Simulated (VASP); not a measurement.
# TiAl2: structure and properties in VASP, part 6 of 6

Wanted: the relaxed cell of TiAl2 and its properties. The start is a cell from a database of measured crystal structures.

VASP 6.6.1; PBEsol; plane waves and PAW (Ti_sv, Al).

So far. Step 6 (Density of states (PBEsol)): The finer mesh and the other smearing move the Fermi level by -0.00 eV from the 7×7×7 run, a small shift, which tests the Fermi level alone. Of the states within 0.3 eV of the Fermi level, the largest shares in the PAW spheres are Ti d 53 % and Al p 5 %. The rest lies in smaller channels or between the spheres. The relaxed cell has a, b, c = 3.900, 12.050, 3.970 Å (conventional setting).

## Step 8: Vibrations at Γ (PBEsol) (continued)

OUTCAR, selected parts (step 8):

```text
   k-points           NKPTS =    105   k-points in BZ     NKDIM =    105   number of bands    NBANDS=     24

   NELECT =      36.0000    total number of electrons

  Total       -0.0378670     -0.0074313     -0.0274939     -0.0000000      0.0000000      0.0000000
  in kB       -0.6503190     -0.1276241     -0.4721726     -0.0000000      0.0000000      0.0000000
  external PRESSURE =      -0.4167052 kB  Pullay stress =       0.0000000 kB

 POSITION                                       TOTAL-FORCE (eV/Angst)
 -----------------------------------------------------------------------------------
      1.95020     -1.88262      0.00000        -0.000000     -0.017858      0.000000
      3.90040     -4.14250      0.00000         0.000000      0.017858     -0.000000
      0.00000      0.00000      0.00000        -0.000000      0.000000      0.000000
      1.95020     -3.94255      1.98491        -0.000000     -0.015069      0.000000
      3.90040     -2.08257      1.98491         0.000000      0.015069      0.000000
      1.95020      0.00000      1.98491         0.000000      0.000000      0.000000
 -----------------------------------------------------------------------------------
    total drift:                               -0.000000      0.000000     -0.000000

 Eigenvectors and eigenvalues of the dynamical matrix
 ----------------------------------------------------

   1 f  =   10.760645 THz    67.611128 2PiTHz  358.936489 cm-1    44.502433 meV
             X         Y         Z           dx          dy          dz
      1.950198 -1.882619  0.000000     0.000000    0.000000   -0.287780
      3.900396 -4.142503  0.000000     0.000000    0.000000   -0.287780
      0.000000  0.000000  0.000000    -0.000000   -0.000000   -0.410626
      1.950198 -3.942549  1.984911    -0.000000    0.000000    0.208019
      3.900396 -2.082573  1.984911    -0.000000    0.000000    0.208019
      1.950198  0.000000  1.984911     0.000000   -0.000000    0.761057

   2 f  =   10.714271 THz    67.319753 2PiTHz  357.389627 cm-1    44.310646 meV
             X         Y         Z           dx          dy          dz
      1.950198 -1.882619  0.000000    -0.288513   -0.000000   -0.000000
      3.900396 -4.142503  0.000000    -0.288513   -0.000000   -0.000000
      0.000000  0.000000  0.000000     0.759882    0.000000   -0.000000
      1.950198 -3.942549  1.984911     0.209243    0.000000   -0.000000
      3.900396 -2.082573  1.984911     0.209243    0.000000    0.000000
      1.950198  0.000000  1.984911    -0.410531    0.000000    0.000000

   3 f  =   10.257804 THz    64.451686 2PiTHz  342.163527 cm-1    42.422852 meV
             X         Y         Z           dx          dy          dz
      1.950198 -1.882619  0.000000    -0.292008    0.000000    0.000000
      3.900396 -4.142503  0.000000     0.292008   -0.000000   -0.000000
      0.000000  0.000000  0.000000     0.000000   -0.000000    0.000000
      1.950198 -3.942549  1.984911    -0.643996   -0.000000    0.000000
      3.900396 -2.082573  1.984911     0.643996    0.000000   -0.000000
      1.950198  0.000000  1.984911    -0.000000   -0.000000   -0.000000

   4 f  =    9.983865 THz    62.730474 2PiTHz  333.025890 cm-1    41.289929 meV
             X         Y         Z           dx          dy          dz
      1.950198 -1.882619  0.000000     0.000000   -0.336080   -0.000000
      3.900396 -4.142503  0.000000     0.000000   -0.336080    0.000000
      0.000000  0.000000  0.000000    -0.000000    0.607406   -0.000000
      1.950198 -3.942549  1.984911    -0.000000   -0.154995   -0.000000
      3.900396 -2.082573  1.984911    -0.000000   -0.154995    0.000000
      1.950198  0.000000  1.984911     0.000000    0.597588    0.000000

   5 f  =    9.559568 THz    60.064539 2PiTHz  318.872873 cm-1    39.535180 meV
             X         Y         Z           dx          dy          dz
      1.950198 -1.882619  0.000000     0.000000    0.000000    0.523434
      3.900396 -4.142503  0.000000    -0.000000   -0.000000   -0.523434
[...]
3.900396 -4.142503  0.000000    -0.000000    0.000000    0.360382
      0.000000  0.000000  0.000000     0.000000   -0.000000   -0.330032
      1.950198 -3.942549  1.984911     0.000000   -0.000000   -0.498352
      3.900396 -2.082573  1.984911     0.000000    0.000000   -0.498352
      1.950198  0.000000  1.984911     0.000000    0.000000    0.366904

   8 f  =    8.794041 THz    55.254588 2PiTHz  293.337626 cm-1    36.369214 meV
             X         Y         Z           dx          dy          dz
      1.950198 -1.882619  0.000000    -0.000000    0.095448   -0.000000
      3.900396 -4.142503  0.000000    -0.000000    0.095448   -0.000000
      0.000000  0.000000  0.000000     0.000000   -0.663762    0.000000
      1.950198 -3.942549  1.984911     0.000000   -0.147934    0.000000
      3.900396 -2.082573  1.984911     0.000000   -0.147934    0.000000
      1.950198  0.000000  1.984911     0.000000    0.705287   -0.000000

   9 f  =    8.523497 THz    53.554713 2PiTHz  284.313266 cm-1    35.250336 meV
             X         Y         Z           dx          dy          dz
      1.950198 -1.882619  0.000000    -0.364254   -0.000000    0.000000
      3.900396 -4.142503  0.000000    -0.364254   -0.000000   -0.000000
      0.000000  0.000000  0.000000    -0.360715    0.000000   -0.000000
      1.950198 -3.942549  1.984911     0.492296    0.000000    0.000000
      3.900396 -2.082573  1.984911     0.492296    0.000000    0.000000
      1.950198  0.000000  1.984911     0.346140   -0.000000   -0.000000

  10 f  =    7.779942 THz    48.882818 2PiTHz  259.510933 cm-1    32.175241 meV
             X         Y         Z           dx          dy          dz
      1.950198 -1.882619  0.000000    -0.000000    0.378091   -0.000000
      3.900396 -4.142503  0.000000    -0.000000    0.378091    0.000000
      0.000000  0.000000  0.000000    -0.000000    0.240776    0.000000
      1.950198 -3.942549  1.984911     0.000000   -0.567102    0.000000
      3.900396 -2.082573  1.984911     0.000000   -0.567102   -0.000000
      1.950198  0.000000  1.984911     0.000000   -0.113635    0.000000

  11 f  =    7.542084 THz    47.388312 2PiTHz  251.576844 cm-1    31.191539 meV
             X         Y         Z           dx          dy          dz
      1.950198 -1.882619  0.000000     0.000000    0.662804   -0.000000
      3.900396 -4.142503  0.000000    -0.000000   -0.662804    0.000000
      0.000000  0.000000  0.000000     0.000000   -0.000000   -0.000000
      1.950198 -3.942549  1.984911    -0.000000    0.246356    0.000000
      3.900396 -2.082573  1.984911     0.000000   -0.246356   -0.000000
      1.950198  0.000000  1.984911     0.000000    0.000000   -0.000000

  12 f  =    7.369183 THz    46.301940 2PiTHz  245.809471 cm-1    30.476476 meV
             X         Y         Z           dx          dy          dz
      1.950198 -1.882619  0.000000     0.221766    0.000000    0.000000
      3.900396 -4.142503  0.000000     0.221766    0.000000   -0.000000
      0.000000  0.000000  0.000000    -0.399797    0.000000    0.000000
      1.950198 -3.942549  1.984911     0.285163   -0.000000   -0.000000
      3.900396 -2.082573  1.984911     0.285163   -0.000000   -0.000000
      1.950198  0.000000  1.984911    -0.761030    0.000000    0.000000

  13 f  =    7.157403 THz    44.971289 2PiTHz  238.745263 cm-1    29.600627 meV
             X         Y         Z           dx          dy          dz
      1.950198 -1.882619  0.000000     0.000000    0.000000    0.228670
      3.900396 -4.142503  0.000000     0.000000    0.000000    0.228670
      0.000000  0.000000  0.000000    -0.000000    0.000000   -0.768138
      1.950198 -3.942549  1.984911     0.000000    0.000000    0.275389
      3.900396 -2.082573  1.984911     0.000000    0.000000    0.275389
      1.950198  0.000000  1.984911    -0.000000    0.000000   -0.392054
    [... 43 further lines ...]
      3.900396 -2.082573  1.984911     0.364067    0.000000   -0.000000
      1.950198  0.000000  1.984911     0.363984    0.000000   -0.000000

 ELASTIC MODULI CONTR FROM IONIC RELAXATION (kBar)
 Direction    XX          YY          ZZ          XY          YZ          ZX
 --------------------------------------------------------------------------------
 XX         -30.4954    -30.4859     11.2325     -0.0000     -0.0000     -0.0000
 YY         -30.4859    -30.7330     12.4663     -0.0000     -0.0000     -0.0000
 ZZ          11.2325     12.4663    -10.1005      0.0000      0.0000      0.0000
 XY          -0.0000     -0.0000      0.0000    -38.6105     -0.0000     -0.0000
 YZ          -0.0000     -0.0000      0.0000     -0.0000     -0.7370     -0.0000
 ZX          -0.0000     -0.0000      0.0000     -0.0000     -0.0000     -0.0000
 --------------------------------------------------------------------------------

[... 6 parts as in an earlier step ...]

[... 4 further parts left out ...]
```

Energies printed during the response cycles are not total energies of the cell.

Numbers from this step:

```yaml
irreducible_k_points: 105
pressure_of_the_cell: -0.04167 GPa
largest_force_of_the_cell: 0.01786 eV/Å
fermi_energy: 8.676 eV
```

The modes at Γ (shares of kinetic energy by element, %):

```tsv
mode	frequency (cm⁻¹)	symmetry	Ti %	Al %
1	-0.1	acoustic	47	53
2	-0.1	acoustic	47	53
3	-0.1	acoustic	47	53
4	220.9	Bg	83	17
5	234.7	Bg	45	55
6	238.7	Bu	10	90
7	245.8	Bu	10	90
8	251.6	Ag	88	12
9	259.5	Bu	29	71
10	284.3	Bu	27	73
11	293.3	Bu	2	98
12	308.9	Bu	26	74
13	312.6	Ag	12	88
14	318.9	Bg	55	45
15	333.0	Bu	23	77
16	342.2	Bg	17	83
17	357.4	Bu	17	83
18	358.9	Bu	17	83
```

Displacements in mode 4 (220.9 cm⁻¹), the largest set to 1:
```
Ti1  1.00  0.00  0.00
Ti2 -1.00  0.00  0.00
Al3  0.00  0.00  0.00
Al4 -0.60  0.00  0.00
Al5  0.60  0.00  0.00
Al6  0.00  0.00  0.00
```

Displacements in mode 14 (318.9 cm⁻¹), the largest set to 1:
```
Ti1  0.00  0.00  0.83
Ti2  0.00  0.00 -0.83
Al3  0.00  0.00  0.00
Al4  0.00  0.00  1.00
Al5  0.00  0.00 -1.00
Al6  0.00  0.00  0.00
```

The three acoustic modes lie within 0.1 cm⁻¹ of zero, and all others are real. By the characters of their eigenvectors the optical modes sort into (cm⁻¹) Raman active: Bg 221, Bg 235, Ag 252, Ag 313, Bg 319, Bg 342; infrared active: Bu 239, Bu 246, Bu 260, Bu 284, Bu 293, Bu 309, Bu 333, Bu 357, Bu 359. B labels carry no number here, since it depends on the setting of the axes. With a centre of inversion no mode is active in both.

## Step 9: Summary of results

```yaml
relaxed_volume: 15.55 Å³/atom
relaxed_conventional_cell_a_b_c: 3.900, 12.050, 3.970 Å
space_group_after_relaxing_within_0p02_a: Cmmm (No. 65)
band_gap: none, a metal
dos_at_the_fermi_level: 2.24 states/eV/cell
largest_field_gradient_vzz: 27.29 V/Å² on Al6
highest_zone_centre_mode: 359 cm⁻¹
```

What this shows: With PBEsol, TiAl2 relaxes to 15.55 Å³/atom in space group Cmmm (held by the symmetry of the run) and comes out as a metal. Against the listed cell the volume lies -3.3 % (a -1.5 %, b -0.4 %, c -1.5 %). Bands along the symmetry lines (PBEsol): Of the bands kept, 3 cross the Fermi level on this path. Vibrations at Γ (PBEsol): The highest mode in this list at Γ, 358.9 cm⁻¹, is mostly motion of Al (83 % of the kinetic energy). Modes at Γ alone can't show that the crystal is stable at other wave vectors. No search among competing phases was made, and a listed structure need not be the one stable at ambient conditions. All values are for a static lattice at zero temperature.

[Lines on the potential files, build, host, timing and source positions are cut from VASP's logs without a mark.]

[Logs are printed without paths, hosts, clocks, repeated set-up lines and the standing remarks that a program may print on its own settings, such as how far it seeks lower states.]

[Hosts, paths, dates, database ids (printed as entryN), source tags and the programs' standing remarks are cut or masked in the printed files.]

[A measured line is paired with the nearest computed mode of its activity, which favours agreement.]

[In band tables of VASP the shares of atoms and orbitals are scaled to a sum of 1 inside the atoms' spheres.]
